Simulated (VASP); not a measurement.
```yaml
crystal:
  lattice:
    - [4.51172, 0.00000, 0.00000]
    - [-1.50391, 4.25369, 0.00000]
    - [0.00000, 0.00000, 25.85166]
  atoms:
    - { symbol: K, position: [0.50000, 0.50000, 0.35750] }
    - { symbol: K, position: [0.00000, 0.00000, 0.50000] }
    - { symbol: K, position: [0.50000, 0.50000, 0.64250] }
```

The numbers are results of PBEsol GGA, VASP's PBE PAW potentials (set 64) (plane waves; VASP 6.6.1), not measurements. Run with PREC = Normal, 400 eV cut-off, 7×7×1 Γ-centred mesh, first-order Methfessel-Paxton smearing of 0.10 eV, potentials K_sv.

Estimate the energy per atom (σ→0), band gap (on the k-mesh) with the smallest direct gap where there is one.

The band gap (on the k-mesh) is none (metal, semimetal or under 0.01 eV) and the energy per atom (σ→0) is -1.036 eV/atom.

The absolute energy has meaning only against runs of the same code, potentials and settings.

The cell is a thin slab with vacuum, built from K (bcc): (110) face.
